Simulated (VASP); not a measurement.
Computed with r2SCAN+rVV10, VASP's PBE PAW potentials (set 64) (plane waves; VASP).

A VASP calculation is set up with these files.

### INCAR
```
LORBIT = 10
ENCUT = 520   # plane-wave cut-off (eV)
LUSE_VDW = T
EDIFF = 1E-7   # SCF stop (eV)
LMIXTAU = T
ISIF = 2   # forces and stress, cell fixed
SYSTEM = Ni
LCHARG = F
ISMEAR = 1   # Methfessel-Paxton
MAGMOM = 0.8
LREAL = F
SIGMA = 0.1   # width (eV)
PREC = Accurate
ISPIN = 2   # spin-polarised
METAGGA = R2SCAN
NELM = 100
ALGO = Normal
LASPH = T   # aspherical one-centre terms
LMAXMIX = 4
CPARAM = 0.0093
LWAVE = F
BPARAM = 11.95
```

### KPOINTS
```
Automatic mesh
0
Gamma
18 18 18
0 0 0
```

File POSCAR:
```
Ni
1
    0.0000000000     1.7003092879     1.7003092879
    1.7003092879     0.0000000000     1.7003092879
    1.7003092879     1.7003092879     0.0000000000
Ni
1
Direct
  0.0000000000   0.0000000000   0.0000000000
```

POTCAR, in this order: Ni (PBE.64 set). Program: vasp_std.

Output of the run:

File OSZICAR:
```
       N       E                     dE             d eps       ncg     rms          rms(c)
DAV:   1     0.160570850390E+02    0.16057E+02   -0.49920E+03  7172   0.152E+03
DAV:   2    -0.135107206611E+02   -0.29568E+02   -0.28448E+02  7133   0.174E+02
DAV:   3    -0.139693763108E+02   -0.45866E+00   -0.45796E+00  8009   0.292E+01
DAV:   4    -0.139740956404E+02   -0.47193E-02   -0.47187E-02  8138   0.255E+00
DAV:   5    -0.139742163660E+02   -0.12073E-03   -0.12072E-03  8118   0.355E-01    0.119E+01
DAV:   6    -0.121054043812E+02    0.18688E+01   -0.26392E+01  7455   0.884E+01    0.786E+00
DAV:   7    -0.117037210774E+02    0.40168E+00   -0.70916E+00  7478   0.380E+01    0.281E+00
DAV:   8    -0.116804101319E+02    0.23311E-01   -0.21324E-02  7158   0.202E+00    0.169E+00
DAV:   9    -0.116739817171E+02    0.64284E-02   -0.48699E-02  8033   0.333E+00    0.474E-01
DAV:  10    -0.116749036677E+02   -0.92195E-03   -0.26403E-02  7814   0.216E+00    0.272E-01
DAV:  11    -0.116747572562E+02    0.14641E-03   -0.51286E-03  7496   0.110E+00    0.558E-02
DAV:  12    -0.116747766886E+02   -0.19432E-04   -0.17056E-04  8515   0.160E-01    0.240E-02
DAV:  13    -0.116747784895E+02   -0.18009E-05   -0.89875E-05  7738   0.119E-01    0.111E-02
DAV:  14    -0.116747809019E+02   -0.24124E-05   -0.59070E-06  8339   0.274E-02    0.409E-03
DAV:  15    -0.116747809610E+02   -0.59061E-07   -0.84618E-07  7370   0.130E-02
   1 F= -.11674781E+02 E0= -.11674814E+02  d E =0.991858E-04  mag=     0.6750
```

OUTCAR:
```
------------------------ aborting loop because EDIFF is reached ----------------------------------------
  FORCE on cell =-STRESS in cart. coord.  units (eV):
  Direction    XX          YY          ZZ          XY          YZ          ZX
  --------------------------------------------------------------------------------------
  Total        0.9290269      0.9290269      0.9290269      0.0000000      0.0000000      0.0000000
  in kB      151.3997324    151.3997324    151.3997324      0.0000000      0.0000000      0.0000000
  external PRESSURE =     151.3997324 kB  Pullay stress =       0.0000000 kB
  volume of cell :        9.83
      direct lattice vectors                 reciprocal lattice vectors
     0.000000000  1.700309288  1.700309288    -0.294064147  0.294064147  0.294064147
     1.700309288  0.000000000  1.700309288     0.294064147 -0.294064147  0.294064147
     1.700309288  1.700309288  0.000000000     0.294064147  0.294064147 -0.294064147
 POSITION                                       TOTAL-FORCE (eV/Angst)
 -----------------------------------------------------------------------------------
      0.00000      0.00000      0.00000        -0.000000     -0.000000      0.000000
 -----------------------------------------------------------------------------------
    total drift:                                0.000000     -0.000000      0.000000
  FREE ENERGIE OF THE ION-ELECTRON SYSTEM (eV)
  ---------------------------------------------------
  free  energy   TOTEN  =       -11.6747809610 eV

  energy  without entropy=      -11.6748801468  energy(sigma->0) =      -11.67481402

 total charge

# of ion       s       p       d       tot
------------------------------------------
    1        0.561   0.618   8.369   9.547

 magnetization (x)

# of ion       s       p       d       tot
------------------------------------------
    1       -0.011  -0.045   0.741   0.685
```
(Selected blocks of OUTCAR.)

The compound is Ni in the fcc structure. This cell is one point of a volume scan, at 0.94 of the reference volume.
